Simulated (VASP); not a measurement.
Calculation: RPBE GGA, VASP's PBE PAW potentials (set 64) (plane waves; VASP).

VASP ran on this input.

INCAR:
```
GGA = RP   # RPBE
IBRION = 2
LREAL = F
SYSTEM = ZnSe
ALGO = Normal   # blocked Davidson
ISIF = 3
PREC = Accurate
EDIFF = 1E-6   # SCF stop (eV)
LWAVE = F
NELM = 100
LASPH = T   # aspherical one-centre terms
ISMEAR = 0
NSW = 60
LCHARG = F
LMAXMIX = 4
SIGMA = 0.05   # width (eV)
EDIFFG = -0.01
ENCUT = 520
```

KPOINTS:
```
Automatic mesh
0
Gamma
7 7 7
0 0 0
```

POSCAR:
```
ZnSe
1.0
  0.0000000000   2.9064646125   2.9064646125
  2.9064646125   0.0000000000   2.9064646125
  2.9064646125   2.9064646125   0.0000000000
Zn Se
1 1
Cart
  0.0000000000   0.0000000000   0.0000000000
  1.4532323063   1.4532323063   1.4532323063
```

POTCAR, in this order: Zn Se (PBE.64 set). Program: vasp_std.

### Question
Estimate the energy per atom (σ→0), band gap (on the k-mesh).

### Answer

The energy per atom (σ→0) is -2.696 eV/atom and the band gap (on the k-mesh) is 1.16 eV.

OSZICAR:
```
...
DAV:   7    -0.538790180057E+01    0.13286E-01   -0.18056E-01   570   0.407E+00    0.143E+00
DAV:   8    -0.539090795470E+01   -0.30062E-02   -0.57789E-03   595   0.667E-01    0.443E-01
DAV:   9    -0.539211462257E+01   -0.12067E-02   -0.16829E-03   558   0.340E-01    0.792E-02
DAV:  10    -0.539235941129E+01   -0.24479E-03   -0.27194E-04   590   0.165E-01    0.177E-02
DAV:  11    -0.539242790203E+01   -0.68491E-04   -0.11811E-04   535   0.101E-01    0.847E-03
DAV:  12    -0.539243445403E+01   -0.65520E-05   -0.12231E-05   620   0.355E-02    0.625E-03
DAV:  13    -0.539243541792E+01   -0.96389E-06   -0.30848E-06   514   0.161E-02
   1 F= -.53924354E+01 E0= -.53924354E+01  d E =-.539244E+01
```

The compound is ZnSe in the zinc blende structure. It was relaxed first, which changed the volume by +8 %. The start is the result of an earlier pass.
